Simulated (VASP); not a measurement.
Data:

```
CELL_PARAMETERS angstrom
      4.15171     0.00000     0.00000
     -2.07586     3.59549     0.00000
      0.00000     0.00000     3.72920
ATOMIC_POSITIONS crystal
  Tb 0.00000 0.00000 0.00000
  Cu 0.33333 0.66667 0.50000
  Ge 0.66667 0.33333 0.50000
```

Level of theory: PBEsol GGA, VASP's PBE PAW potentials (set 64) (plane waves; VASP). Run with 400 eV cut-off, Gaussian smearing of 0.050 eV, potentials Tb_3 Cu Ge_d.

The 4f electrons are frozen in the core of the lanthanide potential, so 4f levels, which can set the real gap, and their magnetism are missing.

**Question.** What does the run give for the band gap (along the path) with the smallest direct gap where there is one?

**Answer.** 
The band gap (along the path) is none (metal, semimetal or under 0.01 eV).

Only differences to runs with the same potentials and settings are physical.

The structure comes from a computed database's TbCuGe entry (P-6m2); how it stands against other phases isn't given here. It was relaxed first.
